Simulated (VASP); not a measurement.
Given:

```
TlCl
1.0
    3.77435     0.00000     0.00000
    0.00000     3.77435     0.00000
    0.00000     0.00000     3.77435
Tl Cl
1 1
Direct
  0.00000   0.00000   0.00000
  0.50000   0.50000   0.50000
```

These are PBE0 hybrid, VASP's PBE PAW potentials (set 64) (plane waves; VASP) values and carry that method's errors. Settings: 520 eV cut-off, 6×6×6 Γ-centred mesh, Gaussian smearing of 0.050 eV, potentials Tl_d Cl.

Unless said otherwise, spin-orbit coupling is left out, though it shifts the bands of the heavy elements here.

Problem. Estimate the energy per atom (σ→0), pressure, band gap (on the k-mesh) with the smallest direct gap where there is one.

Solution. 
```
Quantity                                     Result
-----------------------------------  --------------
band gap (on the k-mesh)                    3.33 eV
smallest direct gap (on the k-mesh)         3.33 eV
energy per atom (σ→0)                -3.894 eV/atom
pressure                                   2.24 GPa
```

The compound is TlCl in the CsCl type structure. This cell is one point of a volume scan, at 0.91 of the reference volume. The cell's shape comes from a PBE relaxation.
